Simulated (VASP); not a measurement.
Input for VASP

### POSCAR
```
CaF2
1
   -0.0000000000     2.6639047516     2.6639047516
    2.6639047516    -0.0000000000     2.6639047516
    2.6639047516     2.6639047516    -0.0000000000
Ca F
1 2
Direct
  1.0000000000   0.0000000000   0.0000000000
  0.2500000000   0.2500000000   0.2500000000
  0.7500000000   0.7500000000   0.7500000000
```

File KPOINTS:
```
Automatic
0
Gamma
  7 7 7
0 0 0
```

**INCAR**
```
SYSTEM = CaF2
PREC = Accurate
ENCUT = 520
EDIFF = 1E-6
NELM = 100
ALGO = Normal
LREAL = .FALSE.
LASPH = .TRUE.
ISMEAR = 0
SIGMA = 0.05
LWAVE = .FALSE.
LCHARG = .FALSE.
IBRION = 2
ISIF = 3
NSW = 60
EDIFFG = -0.02
```

POTCAR, in this order: Ca_sv F (LDA.64 set). Program: vasp_std.

### Question
Translate this LDA calculation to Ansatz.

### Answer
One equivalent input (not run):
Ansatz 0.2 input:
```yaml
crystal:
  lattice:
    - [0.0000000, 2.6639048, 2.6639048]
    - [2.6639048, 0.0000000, 2.6639048]
    - [2.6639048, 2.6639048, 0.0000000]
  atoms:
    - { symbol: Ca, position: [1.0000000, 0.0000000, 0.0000000] }
    - { symbol: F, position: [0.2500000, 0.2500000, 0.2500000] }
    - { symbol: F, position: [0.7500000, 0.7500000, 0.7500000] }
kpoints:
  mp_grid: { grid: [7, 7, 7] }
hamiltonian:
  xc: lda
  pseudopotentials: { kind: paw }
scf:
  occupations: { method: gaussian, width: 0.05 }
  max_iter: 100
relax:
  max_steps: 60
  f_tol: 0.02
  cell: {}
output: { forces: true, stress: true, eigenvalues: true }
```
What does not carry over: each code has its own PAW files, so the cut-off isn't converted (ENCUT is set for VASP's; basis.ecutwfc is left out, and Ansatz then takes the one that its files recommend); Ansatz stops its SCF on the density residual and VASP on the energy change (EDIFF); Ansatz's lda is the Perdew-Wang form, while the LDA potentials of VASP carry Perdew-Zunger's.

The compound is CaF2 in the fluorite structure. This run relaxes it. Symmetry was kept, so distortions that lower it aren't found. The start is the result of an earlier pass.
